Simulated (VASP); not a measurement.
Level of theory: LDA (Ceperley-Alder, Perdew-Zunger), VASP's LDA PAW potentials (set 64) (plane waves; VASP).

The input files of a VASP run:

File KPOINTS:
```
Automatic mesh
0
Gamma
9 9 9
0 0 0
```

**INCAR**
```
# general
SYSTEM  = Si
PREC    = Accurate
ENCUT   = 500
LREAL   = .False.   # projection in real space or not
LASPH   = .True.   # aspherical one-centre terms

# electronic loop
EDIFF   = 1E-6   # SCF stop (eV)
NELM    = 100
ALGO    = Normal   # blocked Davidson

# smearing
ISMEAR  = 0
SIGMA   = 0.05

# ions
IBRION  = 2
NSW     = 40   # most ionic steps
ISIF    = 3   # ions, shape and volume
EDIFFG  = -0.02   # ionic stop
PSTRESS = 50   # kbar

# output
LWAVE   = .False.
LCHARG  = .False.
```

### POSCAR
```
Si
1.0
  0.0000000000   2.6599624697   2.6599624697
  2.6599624697   0.0000000000   2.6599624697
  2.6599624697   2.6599624697   0.0000000000
Si
2
Cartesian
  0.0000000000   0.0000000000   0.0000000000
  1.3299812348   1.3299812348   1.3299812348
```

POTCAR, in this order: Si (LDA.64 set). Program: vasp_std.

Output of the run:

File OSZICAR:
```
       N       E                     dE             d eps       ncg     rms          rms(c)
DAV:   1     0.461803430025E+01    0.46180E+01   -0.34221E+03   568   0.767E+02
DAV:   2    -0.119737344003E+02   -0.16592E+02   -0.15789E+02   864   0.822E+01
DAV:   3    -0.121953254468E+02   -0.22159E+00   -0.21949E+00   736   0.118E+01
DAV:   4    -0.121964032297E+02   -0.10778E-02   -0.10778E-02   864   0.837E-01
DAV:   5    -0.121964043510E+02   -0.11214E-05   -0.11214E-05   752   0.219E-02    0.543E+00
DAV:   6    -0.119840060414E+02    0.21240E+00   -0.15188E-01   648   0.197E+00    0.327E+00
DAV:   7    -0.118913723868E+02    0.92634E-01   -0.25547E-01   720   0.260E+00    0.312E-01
DAV:   8    -0.118913071424E+02    0.65244E-04   -0.73219E-03   616   0.641E-01    0.723E-02
DAV:   9    -0.118912833768E+02    0.23766E-04   -0.24277E-04   872   0.106E-01    0.619E-02
DAV:  10    -0.118912867381E+02   -0.33613E-05   -0.12739E-05   720   0.259E-02    0.397E-02
DAV:  11    -0.118912866614E+02    0.76771E-07   -0.74908E-07   512   0.634E-03
   1 F= -.10716616E+02 E0= -.10716616E+02  d E =-.107166E+02
```

OUTCAR:
```
------------------------ aborting loop because EDIFF is reached ----------------------------------------
  FORCE on cell =-STRESS in cart. coord.  units (eV):
  Direction    XX          YY          ZZ          XY          YZ          ZX
  --------------------------------------------------------------------------------------
  Total        1.1636139      1.1636139      1.1636139      0.0000000      0.0000000     -0.0000000
  in kB       49.5293874     49.5293874     49.5293874      0.0000000      0.0000000     -0.0000000
  external PRESSURE =      -0.4706126 kB  Pullay stress =      50.0000000 kB
  volume of cell :       37.64
      direct lattice vectors                 reciprocal lattice vectors
     0.000000000  2.659962470  2.659962470    -0.187972577  0.187972577  0.187972577
     2.659962470  0.000000000  2.659962470     0.187972577 -0.187972577  0.187972577
     2.659962470  2.659962470  0.000000000     0.187972577  0.187972577 -0.187972577
 POSITION                                       TOTAL-FORCE (eV/Angst)
 -----------------------------------------------------------------------------------
      0.00000      0.00000      0.00000        -0.000000     -0.000000     -0.000000
      1.32998      1.32998      1.32998         0.000000      0.000000      0.000000
 -----------------------------------------------------------------------------------
    total drift:                                0.000000      0.000000     -0.000000
  FREE ENERGIE OF THE ION-ELECTRON SYSTEM (eV)
  ---------------------------------------------------
  free  energy   TOTEN  =       -11.8912866614 eV

  energy  without entropy=      -11.8912866607  energy(sigma->0) =      -11.89128666
  enthalpy is  TOTEN    =       -10.7166164791 eV   P V=        1.1746701823

 reached required accuracy - stopping structural energy minimisation
```
(Selected blocks of OUTCAR.)

The compound is Si in the diamond structure. It was relaxed first under an external pressure of 5 GPa.
